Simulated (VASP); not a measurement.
VASP input:

INCAR:
```
! general
SYSTEM  =NiSb
PREC    =Accurate
ENCUT   =520
LREAL   =.FALSE.
LASPH   =.TRUE.

! electronic loop
EDIFF   =1E-6
NELM    =100
ALGO    =Normal
LMAXMIX =4

! smearing
ISMEAR  =1
SIGMA   =0.1

! functional
GGA     =BO
LUSE_VDW=.TRUE.
AGGAC   =0.0
PARAM1  =0.1833333333
PARAM2  =0.22

! ions
IBRION  =2
NSW     =60
ISIF    =3
EDIFFG  =-0.02

! output
LWAVE   =.FALSE.
LCHARG  =.FALSE.
```

### POSCAR
```
NiSb
1.0
  1.9894249065  -3.4457851851   0.0000000000
  1.9894249065   3.4457851851   0.0000000000
  0.0000000000   0.0000000000   5.1918534305
Ni Sb
2 2
Direct
  0.0000000000   0.0000000000   0.5000000000
  0.0000000000   0.0000000000   0.0000000000
  0.3333330000   0.6666670000   0.2500000000
  0.6666670000   0.3333330000   0.7500000000
```

File KPOINTS:
```
Automatic mesh
0
Gamma
8 8 6
0 0 0
```

POTCAR, in this order: Ni Sb (PBE.64 set). Program: vasp_std.

Question: Translate this optB88-vdW calculation to Quantum ESPRESSO's pw.x.

Answer: One equivalent input (not run):
```
&CONTROL
  calculation = 'vc-relax'
  pseudo_dir = './pseudo'
  outdir = './out'
  tprnfor = .true.
  tstress = .true.
  nstep = 60
  forc_conv_thr = 0.00078
/
&SYSTEM
  ibrav = 0
  nat = 4
  ntyp = 2
  ecutwfc = 98
  occupations = 'smearing'
  smearing = 'methfessel-paxton'
  degauss = 0.00735
  input_dft = 'vdw-df-obk8'
/
&ELECTRONS
  conv_thr = 7.3e-08
  electron_maxstep = 100
/
&IONS
/
&CELL
/
ATOMIC_SPECIES
  Ni 58.693 Ni.upf
  Sb 121.760 Sb.upf
CELL_PARAMETERS angstrom
     1.9894249   -3.4457852    0.0000000
     1.9894249    3.4457852   -0.0000000
     0.0000000   -0.0000000    5.1918534
ATOMIC_POSITIONS crystal
  Ni   0.0000000  0.0000000  0.5000000
  Ni   0.0000000  0.0000000  0.0000000
  Sb   0.3333330  0.6666670  0.2500000
  Sb   0.6666670  0.3333330  0.7500000
K_POINTS automatic
  8 8 6 0 0 0
```
The two are equivalent in intent, not identical: the potentials are each code's own (VASP's PAW set, PseudoDojo norm-conserving files in pw.x), so ENCUT and ecutwfc are chosen apart and not converted; conv_thr bounds pw.x's estimated SCF error, while EDIFF bounds the energy change between steps; forc_conv_thr acts on force components and is met together with etot_conv_thr.

The compound is NiSb in the NiAs type structure. It was relaxed first. The start is the result of an earlier pass.
